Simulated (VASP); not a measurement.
A run of VASP 6.6.1:

Contents of INCAR:

```
SYSTEM = Cu4S3
ALGO     = Fast           ! electronic algorithm
EDIFF    = 1E-6           ! SCF threshold, eV
ENCUT    = 520            ! plane-wave cutoff, eV
GGA      = PS             ! functional
ISIF     = 2              ! what is computed and relaxed
ISMEAR   = -1             ! smearing method
LASPH    = .True.         ! aspherical terms in the spheres
LCHARG   = .False.        ! write CHGCAR
LREAL    = .False.        ! projectors in reciprocal space
LWAVE    = .False.        ! write WAVECAR
NBANDS   = 40             ! bands
NELM     = 100            ! most SCF steps
PREC     = Accurate       ! precision mode
SIGMA    = 0.1            ! smearing width, eV
```

Contents of KPOINTS:

```
k-points
0
Gamma
  4 4 4
  0 0 0
```

File POSCAR:

```
Cu4S3
1.0
    0.0000000000      5.1600602200      5.1600602200
    5.1600602200      0.0000000000      5.1600602200
    2.5800301100      2.5800301100      0.0000000000
Cu S
4 3
Direct
    0.1249999947      0.1249999947      0.2499999893
    0.1249999947      0.6249999734      0.2499999893
    0.6249999734      0.1249999947      0.2499999893
    0.6249999734      0.6249999734      0.2499999893
   -0.0518636389      0.4333241095     -0.1278746704
    0.4999999787      0.0000000000      0.0000000000
    0.4999999787      0.4999999787      0.0000000000
```

Potentials or basis: VASP PAW PBE potentials, release 64 (Cu, S).

Command:

```bash
$ cat potpaw_PBE.64/Cu/POTCAR potpaw_PBE.64/S/POTCAR > POTCAR
$ mpirun -np 1 vasp_std > vasp.out
```

Hardware: 1 thread of Intel(R) Xeon(R) Platinum 8559C (Emerald Rapids), on a shared host.

Problem. Estimate the wall time of this run.

Solution. It took 4.4 min on 1 thread of Intel(R) Xeon(R) Platinum 8559C (Emerald Rapids), on a shared host, peak memory 0.34 GiB. Counts: scf iterations 19, k points 36.
